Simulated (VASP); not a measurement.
Computed with RPBE GGA, VASP's PBE PAW potentials (set 64) (plane waves; VASP).

The input files of a VASP run:

### KPOINTS
```
Automatic mesh
0
Gamma
7 7 7
0 0 0
```

**POSCAR**
```
NaCl
1
    0.0000000000     2.8200000000     2.8200000000
    2.8200000000     0.0000000000     2.8200000000
    2.8200000000     2.8200000000     0.0000000000
Na Cl
1 1
Direct
  0.0000000000   0.0000000000   0.0000000000
  0.5000000000   0.5000000000   0.5000000000
```

**INCAR**
```
SYSTEM  =  NaCl
PREC  =  Accurate; ENCUT  =  520; LREAL  =  .FALSE.
LASPH  =  .TRUE.
EDIFF  =  1E-6; NELM  =  100; ALGO  =  Normal
ISMEAR  =  0; SIGMA  =  0.05
GGA  =  RP
IBRION  =  2; NSW  =  60; ISIF  =  3
EDIFFG  =  -0.01
LWAVE  =  .FALSE.; LCHARG  =  .FALSE.
```

POTCAR, in this order: Na_pv Cl (PBE.64 set). Program: vasp_std.

What VASP printed:

File OUTCAR:
```
 ion  position               nearest neighbor table
   1  0.000  0.000  0.000-
   2  0.500  0.500  0.500-
  LATTYP: Found a face centered cubic cell.
 ALAT       =     5.6400000000
 Subroutine PRICEL returns:
 Original cell was already a primitive cell.
 Subroutine GETGRP returns: Found 48 space group operations
The static configuration has the point symmetry O_h .
The dynamic configuration has the point symmetry O_h .
 Subroutine INISYM returns: Found 48 space group operations
 Subroutine IBZKPT returns following result:
 Found     20 irreducible k-points:

 Following reciprocal coordinates:
            Coordinates               Weight
  0.000000  0.000000  0.000000      1.000000
  0.142857  0.000000  0.000000      8.000000
  0.285714  0.000000  0.000000      8.000000
  0.428571  0.000000  0.000000      8.000000
  0.142857  0.142857  0.000000      6.000000
  0.285714  0.142857  0.000000     24.000000
  0.428571  0.142857  0.000000     24.000000
 -0.428571  0.142857  0.000000     24.000000
 -0.285714  0.142857  0.000000     24.000000
 -0.142857  0.142857  0.000000     12.000000
  0.285714  0.285714  0.000000      6.000000
  0.428571  0.285714  0.000000     24.000000
 -0.428571  0.285714  0.000000     24.000000
 -0.285714  0.285714  0.000000     12.000000
  0.428571  0.428571  0.000000      6.000000
 -0.428571  0.428571  0.000000     12.000000
  0.428571  0.285714  0.142857     24.000000
 -0.428571  0.285714  0.142857     48.000000
 -0.428571  0.428571  0.142857     24.000000
 -0.285714  0.428571  0.142857     24.000000
   k-points           NKPTS =     20   k-points in BZ     NKDIM =     20   number of bands    NBANDS=     11
   number of dos      NEDOS =    301   number of ions     NIONS =      2
   total plane-waves  NPLWV =  27000
   dimension x,y,z NGX =    30 NGY =   30 NGZ =   30
...
```

### OSZICAR
```
       N       E                     dE             d eps       ncg     rms          rms(c)
DAV:   1     0.985531361827E+02    0.98553E+02   -0.73273E+03   440   0.128E+03
DAV:   2     0.245699807003E+01   -0.96096E+02   -0.90142E+02   490   0.286E+02
DAV:   3    -0.641599266015E+01   -0.88730E+01   -0.88170E+01   539   0.858E+01
DAV:   4    -0.661078800356E+01   -0.19480E+00   -0.19463E+00   497   0.138E+01
DAV:   5    -0.661536967762E+01   -0.45817E-02   -0.45813E-02   605   0.213E+00    0.247E+00
DAV:   6    -0.641804763597E+01    0.19732E+00   -0.40147E-01   500   0.396E+00    0.195E+00
DAV:   7    -0.641250925441E+01    0.55384E-02   -0.11927E-01   506   0.239E+00    0.126E+00
DAV:   8    -0.642472654769E+01   -0.12217E-01   -0.19655E-02   449   0.141E+00    0.246E-01
DAV:   9    -0.642475869526E+01   -0.32148E-04   -0.27974E-04   542   0.174E-01    0.131E-01
DAV:  10    -0.642520429261E+01   -0.44560E-03   -0.90598E-04   449   0.287E-01    0.687E-02
DAV:  11    -0.642519579575E+01    0.84969E-05   -0.24609E-05   533   0.623E-02    0.701E-03
DAV:  12    -0.642519968032E+01   -0.38846E-05   -0.51711E-06   464   0.272E-02    0.149E-03
DAV:  13    -0.642520067582E+01   -0.99550E-06   -0.12909E-06   464   0.106E-02
   1 F= -.64252007E+01 E0= -.64252007E+01  d E =-.642520E+01
       N       E                     dE             d eps       ncg     rms          rms(c)
DAV:   1    -0.668305939935E+01   -0.25786E+00   -0.54781E+00   494   0.371E+01    0.314E+00
DAV:   2    -0.649148754114E+01    0.19157E+00   -0.31815E-01   494   0.596E+00    0.128E+00
DAV:   3    -0.645620325873E+01    0.35284E-01   -0.82505E-02   500   0.326E+00    0.608E-01
DAV:   4    -0.645281388471E+01    0.33894E-02   -0.19486E-03   520   0.556E-01    0.662E-02
DAV:   5    -0.645273208137E+01    0.81803E-04   -0.18627E-04   461   0.125E-01    0.331E-02
DAV:   6    -0.645272892472E+01    0.31566E-05   -0.17050E-05   476   0.660E-02    0.170E-02
DAV:   7    -0.645272911958E+01   -0.19486E-06   -0.56741E-06   443   0.279E-02
   2 F= -.64527291E+01 E0= -.64527291E+01  d E =-.275284E-01
       N       E                     dE             d eps       ncg     rms          rms(c)
DAV:   1    -0.668458486366E+01   -0.23186E+00   -0.52697E+00   494   0.359E+01    0.308E+00
DAV:   2    -0.649737340833E+01    0.18721E+00   -0.31800E-01   497   0.582E+00    0.125E+00
DAV:   3    -0.646407931923E+01    0.33294E-01   -0.77378E-02   500   0.313E+00    0.591E-01
DAV:   4    -0.646076639020E+01    0.33129E-02   -0.18666E-03   515   0.557E-01    0.630E-02
DAV:   5    -0.646069356638E+01    0.72824E-04   -0.16970E-04   458   0.126E-01    0.317E-02
DAV:   6    -0.646069064854E+01    0.29178E-05   -0.18269E-05   467   0.673E-02    0.156E-02
DAV:   7    -0.646069092066E+01   -0.27212E-06   -0.51994E-06   443   0.245E-02
   3 F= -.64606909E+01 E0= -.64606909E+01  d E =-.354902E-01
```

File OUTCAR:
```
------------------------ aborting loop because EDIFF is reached ----------------------------------------
  FORCE on cell =-STRESS in cart. coord.  units (eV):
  Direction    XX          YY          ZZ          XY          YZ          ZX
  --------------------------------------------------------------------------------------
  Total        0.0161774      0.0161774      0.0161774     -0.0000000      0.0000000      0.0000000
  in kB        0.5211412      0.5211412      0.5211412     -0.0000000      0.0000000      0.0000000
  external PRESSURE =       0.5211412 kB  Pullay stress =       0.0000000 kB
  volume of cell :       49.74
      direct lattice vectors                 reciprocal lattice vectors
     0.000000000  2.918845335  2.918845335    -0.171300615  0.171300615  0.171300615
     2.918845335 -0.000000000  2.918845335     0.171300615 -0.171300615  0.171300615
     2.918845335  2.918845335 -0.000000000     0.171300615  0.171300615 -0.171300615
  FREE ENERGIE OF THE ION-ELECTRON SYSTEM (eV)
  ---------------------------------------------------
  free  energy   TOTEN  =        -6.4606909207 eV

  energy  without entropy=       -6.4606909207  energy(sigma->0) =       -6.46069092

 reached required accuracy - stopping structural energy minimisation
```
(Selected blocks of OUTCAR.)

File CONTCAR:
```
NaCl
   1.00000000000000
     0.0000000000000000    2.9188453353580495    2.9188453353580495
     2.9188453353580495   -0.0000000000000000    2.9188453353580495
     2.9188453353580495    2.9188453353580495   -0.0000000000000000
  Na              Cl
     1     1
Direct
     0.0000000000000000    0.0000000000000000    0.0000000000000000
     0.5000000000000000    0.5000000000000000    0.5000000000000000
```

Energy and stress use the plane-wave basis of the starting cell.

The compound is NaCl in the rock salt structure. This run relaxes it. Symmetry was kept, so distortions that lower it aren't found.
